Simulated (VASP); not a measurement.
Consider the following.

```cif
data_Cu4I4
_chemical_formula_sum 'Cu4 I4'
_space_group_name_H-M_alt 'F-43m'
_space_group_IT_number 216
_space_group_name_Hall 'F -4 2 3'
_cell_length_a 6.08214
_cell_length_b 6.08214
_cell_length_c 6.08214
_cell_angle_alpha 90.000
_cell_angle_beta 90.000
_cell_angle_gamma 90.000
loop_
_atom_site_label
_atom_site_type_symbol
_atom_site_symmetry_multiplicity
_atom_site_Wyckoff_symbol
_atom_site_fract_x
_atom_site_fract_y
_atom_site_fract_z
_atom_site_occupancy
Cu1 Cu 4 a 0.00000 0.00000 0.00000 1
I1 I 4 d 0.75000 0.75000 0.75000 1
```
(The calculation used a cell of 2 atoms; values per cell refer to that cell.)

These are PBE GGA, VASP's PBE PAW potentials (set 64) (plane waves; VASP) values and carry that method's errors. Settings: 520 eV cut-off, 8×8×8 Γ-centred mesh, Gaussian smearing of 0.050 eV, potentials Cu I.

Q: Give the energy at these volumes per atom, relative to the lowest: 26.42, 27.26, 28.10, 28.95, 29.79 Å³.

A: 14.3, 3.4, 0.0, 2.8, 10.6 meV/atom. A third-order Birch-Murnaghan fit gives B0 = 38.9 GPa and B0′ = 5.3.

The compound is CuI in the zinc blende structure. It was relaxed first.
